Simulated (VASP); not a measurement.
# O2: relaxation of the atoms with PBE+D3(BJ)

Molecule: O2, in a box.

```
O
1.0
    12.00000    0.00000    0.00000
     0.00000   12.40000    0.00000
     0.00000    0.00000   13.00000
O
2
Direct
  0.50000 0.50000 0.45354
  0.50000 0.50000 0.54646
```

```json
{
 "Program": "VASP 6.6.1",
 "Task": "relaxation of the atoms",
 "Functional": "PBE",
 "Dispersion": "D3(BJ)",
 "Potentials or basis": "VASP PAW PBE potentials, release 64 (O)",
 "Cutoff": "600 eV",
 "k mesh": "1 × 1 × 1",
 "Occupations": "gaussian, width 0.01 eV",
 "Spin": "collinear spin, ferromagnetic start",
 "Starting moments": "[1, 1] μB",
 "Further INCAR settings": "ALGO = Normal; EDIFF = 1e-07; ISYM = 0; AMIX = 0.2; BMIX = 0.0001; IBRION = 2; EDIFFG = -0.005; NSW = 30"
}
```

* Energy gained by relaxing: 11.9 meV/atom
* Ionic steps: 15
* Gap between the frontier levels: 2.31 eV
* Net moment: 2.00 μB per cell
* Site moments: O +0.81 μB
* Valence electrons inside the program's atomic spheres: O 4.89
* Dispersion energy per atom: -0.004 eV

The path:
```
step  energy change (eV)  largest force (eV/Å)  pressure (GPa)
   1              0.0000                1.9694            0.06
   2              0.6489                6.7249           -0.27
   3             -0.0236                0.1264           -0.01
   4             -0.0238                0.0114           -0.01
   5             -0.0238                0.0247           -0.01
   6             -0.0238                0.0230           -0.01
   7             -0.0238                0.0178           -0.01
   8             -0.0238                0.0176           -0.01
   9             -0.0238                0.0173           -0.01
  10             -0.0238                0.0171           -0.01
  11             -0.0238                0.0165           -0.01
  12             -0.0238                0.0153           -0.01
  13             -0.0238                0.0130           -0.01
  14             -0.0238                0.0083           -0.01
  15             -0.0238                0.0016           -0.01
```

Final structure:
```cif
data_structure
_symmetry_space_group_name_H-M 'P 1'
_symmetry_Int_Tables_number 1
_cell_length_a 12.0000
_cell_length_b 12.4000
_cell_length_c 13.0000
_cell_angle_alpha 90.000
_cell_angle_beta 90.000
_cell_angle_gamma 90.000
_cell_volume 1934.40
loop_
_atom_site_label
_atom_site_type_symbol
_atom_site_fract_x
_atom_site_fract_y
_atom_site_fract_z
_atom_site_occupancy
O1 O 0.50000 0.50000 0.45258 1
O2 O 0.50000 0.50000 0.54742 1
```

Levels at points of the mesh, in eV from the valence-band top:
Spin up:
| k point | band 4 | band 5 | band 6 | band 7 | band 8 | band 9 | band 10 | band 11 |
| --- | --- | --- | --- | --- | --- | --- | --- | --- |
| (0.00, 0.00, 0.00) | -6.32 | -6.32 | 0.00 | 0.00 | 6.71 | 7.45 | 7.56 | 7.71 |
Spin down:
| k point | band 3 | band 4 | band 5 | band 6 | band 7 | band 8 |
| --- | --- | --- | --- | --- | --- | --- |
| (0.00, 0.00, 0.00) | -5.52 | -4.45 | -4.45 | 2.31 | 2.31 | 6.80 |

Run time: 26 min on 1 thread of Intel(R) Xeon(R) Platinum 8488C (Sapphire Rapids) (shared host), peak memory 2.4 GiB.

Caveat: the standard files for N, O and F lose accuracy on very short bonds. As with any semilocal functional, this PBE gap is likely too small.
